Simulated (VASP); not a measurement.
Method: PBEsol GGA, VASP's PBE PAW potentials (set 64) (plane waves; VASP 6.6.1).

Input for VASP

File POSCAR:
```
CoGa
1
    2.8800000000     0.0000000000     0.0000000000
    0.0000000000     2.8800000000     0.0000000000
    0.0000000000     0.0000000000     2.8800000000
Ga Co
1 1
Direct
  0.5000000000   0.5000000000   0.5000000000
  0.0000000000   0.0000000000   0.0000000000
```

**KPOINTS**
```
Automatic mesh
0
Gamma
11 11 11
0 0 0
```

**INCAR**
```
SYSTEM = CoGa
LREAL = .FALSE.   # projection in real space or not
ENCUT = 480   # plane-wave cut-off (eV)
LCHARG = .FALSE.
GGA = PS   # PBEsol
ALGO = Normal
LASPH = .TRUE.   # aspherical one-centre terms
EDIFF = 1E-6   # SCF stop (eV)
NSW = 60
EDIFFG = -0.01
LMAXMIX = 4
ISIF = 3   # ions, shape and volume
IBRION = 2   # conjugate gradients
NELM = 100
SIGMA = 0.1
PREC = Accurate
LWAVE = .FALSE.
ISMEAR = 1   # Methfessel-Paxton
```

POTCAR, in this order: Ga_d Co (PBE.64 set). Program: vasp_std.

The resulting files:

**OSZICAR**
```
       N       E                     dE             d eps       ncg     rms          rms(c)
DAV:   1     0.939316688426E+02    0.93932E+02   -0.10417E+04  1784   0.249E+03
DAV:   2    -0.827259431437E+01   -0.10220E+03   -0.99939E+02  1729   0.348E+02
DAV:   3    -0.129236161756E+02   -0.46510E+01   -0.46324E+01  1883   0.785E+01
DAV:   4    -0.129961345704E+02   -0.72518E-01   -0.72496E-01  2297   0.930E+00
DAV:   5    -0.129979671836E+02   -0.18326E-02   -0.18326E-02  2013   0.126E+00    0.106E+01
DAV:   6    -0.143794158062E+02   -0.13814E+01   -0.29095E+01  1888   0.719E+01    0.131E+01
DAV:   7    -0.117726679272E+02    0.26067E+01   -0.12238E+01  1743   0.532E+01    0.164E+00
DAV:   8    -0.117584817989E+02    0.14186E-01   -0.31625E-01  1986   0.602E+00    0.722E-01
DAV:   9    -0.117498501136E+02    0.86317E-02   -0.26471E-02  2328   0.245E+00    0.174E-01
DAV:  10    -0.117493619676E+02    0.48815E-03   -0.76982E-04  2183   0.414E-01    0.797E-02
DAV:  11    -0.117493364571E+02    0.25510E-04   -0.13962E-04  2564   0.208E-01    0.161E-02
DAV:  12    -0.117493360869E+02    0.37025E-06   -0.52490E-06  2005   0.397E-02
   1 F= -.11749336E+02 E0= -.11749603E+02  d E =-.117493E+02
       N       E                     dE             d eps       ncg     rms          rms(c)
DAV:   1    -0.136691155730E+02   -0.19198E+01   -0.24792E+01  1694   0.899E+01    0.107E+01
DAV:   2    -0.132201102907E+02    0.44901E+00   -0.17361E+01  1709   0.691E+01    0.846E+00
DAV:   3    -0.119453039829E+02    0.12748E+01   -0.74936E+00  1799   0.461E+01    0.319E+00
DAV:   4    -0.117678797370E+02    0.17742E+00   -0.43201E-01  2267   0.934E+00    0.901E-01
DAV:   5    -0.117480227944E+02    0.19857E-01   -0.27212E-02  2423   0.262E+00    0.282E-01
DAV:   6    -0.117472137842E+02    0.80901E-03   -0.33360E-03  2122   0.881E-01    0.559E-02
DAV:   7    -0.117471647250E+02    0.49059E-04   -0.10881E-04  2038   0.149E-01    0.178E-02
DAV:   8    -0.117471644754E+02    0.24956E-06   -0.37065E-06  1890   0.266E-02
   2 F= -.11747164E+02 E0= -.11747548E+02  d E =0.217161E-02
       N       E                     dE             d eps       ncg     rms          rms(c)
DAV:   1    -0.122656995682E+02   -0.51853E+00   -0.66493E+00  1694   0.526E+01    0.524E+00
DAV:   2    -0.122376705233E+02    0.28029E-01   -0.52308E+00  1723   0.335E+01    0.482E+00
DAV:   3    -0.118231662523E+02    0.41450E+00   -0.23822E+00  1780   0.225E+01    0.163E+00
DAV:   4    -0.117779077446E+02    0.45259E-01   -0.93538E-02  2156   0.490E+00    0.331E-01
DAV:   5    -0.117733912695E+02    0.45165E-02   -0.61694E-03  2318   0.142E+00    0.686E-02
DAV:   6    -0.117732152929E+02    0.17598E-03   -0.25467E-04  2156   0.250E-01    0.184E-02
DAV:   7    -0.117732170259E+02   -0.17330E-05   -0.94353E-06  2529   0.367E-02    0.347E-03
DAV:   8    -0.117732176558E+02   -0.62992E-06   -0.59083E-07  1025   0.992E-03
   3 F= -.11773218E+02 E0= -.11773553E+02  d E =-.238816E-01
```

### OUTCAR
```
------------------------ aborting loop because EDIFF is reached ----------------------------------------
  FORCE on cell =-STRESS in cart. coord.  units (eV):
  Direction    XX          YY          ZZ          XY          YZ          ZX
  --------------------------------------------------------------------------------------
  Total       -0.0075566     -0.0075566     -0.0075566     -0.0000000     -0.0000000     -0.0000000
  in kB       -0.5279745     -0.5279745     -0.5279745     -0.0000000     -0.0000000     -0.0000000
  external PRESSURE =      -0.5279745 kB  Pullay stress =       0.0000000 kB
  volume of cell :       22.93
      direct lattice vectors                 reciprocal lattice vectors
     2.841017930  0.000000000 -0.000000000     0.351986515 -0.000000000 -0.000000000
     0.000000000  2.841017930 -0.000000000    -0.000000000  0.351986515  0.000000000
     0.000000000 -0.000000000  2.841017930     0.000000000  0.000000000  0.351986515
 POSITION                                       TOTAL-FORCE (eV/Angst)
 -----------------------------------------------------------------------------------
      1.42051      1.42051      1.42051         0.000000     -0.000000      0.000000
      0.00000      0.00000      0.00000        -0.000000      0.000000      0.000000
 -----------------------------------------------------------------------------------
    total drift:                                0.000000      0.000000     -0.000000
  FREE ENERGIE OF THE ION-ELECTRON SYSTEM (eV)
  ---------------------------------------------------
  free  energy   TOTEN  =       -11.7732176558 eV

  energy  without entropy=      -11.7742242243  energy(sigma->0) =      -11.77355318

 reached required accuracy - stopping structural energy minimisation
```
(Selected blocks of OUTCAR.)

**CONTCAR**
```
CoGa
   1.00000000000000
     2.8410179302894103    0.0000000000000000   -0.0000000000000000
     0.0000000000000000    2.8410179302894103   -0.0000000000000000
     0.0000000000000000   -0.0000000000000000    2.8410179302894103
  Ga              Co
     1     1
Direct
     0.5000000000000000    0.5000000000000000    0.5000000000000000
     0.0000000000000000    0.0000000000000000    0.0000000000000000
```

Energy and stress use the plane-wave basis of the starting cell.

The compound is CoGa in the CsCl type structure. This run relaxes it. Symmetry was kept, so distortions that lower it aren't found. The run is not spin-polarised, so no magnetic state was tried.
